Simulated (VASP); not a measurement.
Given:

```yaml
crystal:
  lattice:
    - [0.00000, 2.84959, 2.84959]
    - [2.84959, 0.00000, 2.84959]
    - [2.84959, 2.84959, 0.00000]
  atoms:
    - { symbol: Ge, position: [0.00000, 0.00000, 0.00000] }
    - { symbol: Sn, position: [0.50000, 0.50000, 0.50000] }
```

Calculation: PBEsol GGA, VASP's PBE PAW potentials (set 64) (plane waves; VASP). Numerical set-up: 500 eV cut-off, 11×11×11 Γ-centred mesh, first-order Methfessel-Paxton smearing of 0.10 eV, potentials Ge_d Sn_d.

Unless said otherwise, spin-orbit coupling is left out, though it shifts the bands of the heavy elements here.

Task: Estimate the energy per atom (σ→0), band gap (on the k-mesh) with the smallest direct gap where there is one.

Result: 
```
Item                                                         Value
------------------------  ----------------------------------------
band gap (on the k-mesh)  none (metal, semimetal or under 0.01 eV)
energy per atom (σ→0)                       -431.7 kJ/mol of atoms
```

The absolute energy has meaning only against runs of the same code, potentials and settings.

The structure was generated: GeSn was put into the rock salt type (Fm-3m), which need not be its known phase. It was relaxed first, which changed the volume by +6 %.
